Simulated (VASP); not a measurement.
Consider the following.

```xyz
2
Lattice="0.0000 2.2751 2.2751 2.2751 0.0000 2.2751 2.2751 2.2751 0.0000" Properties=species:S:1:pos:R:3 pbc="T T T"
Ga     0.0000     0.0000     0.0000
N      1.1375     1.1375     1.1375
```

These are PBE GGA, VASP's PBE PAW potentials (set 64) (plane waves; VASP) values and carry that method's errors. Settings: 600 eV cut-off, 10×10×10 Γ-centred mesh, Gaussian smearing of 0.050 eV, potentials Ga_d N.

Each relaxation starts from this cell; other phases were not tried.

The cell is relaxed at 10 GPa. What happens?

The volume per atom goes from 11.78 to 11.17 Å³ (-5.2 %), and the cell becomes a = 4.470 Å, b = 4.470 Å, c = 4.470 Å, α = 90.00°, β = 90.00°, γ = 90.00°, space group F-43m. The gap on the mesh goes from 1.54 to 1.88 eV.

The cell is relaxed at 15 GPa. What happens?

The volume per atom goes from 11.78 to 10.91 Å³ (-7.3 %), and the cell becomes a = b = c = 4.4362 Å, α = β = γ = 90.00°, space group F-43m. The gap on the mesh goes from 1.54 to 2.03 eV.

Failed runs are left out, and for metals the shear rows, which the mesh's noise covers.

The compound is GaN in the zinc blende structure, a metastable form; wurtzite is the usual one.
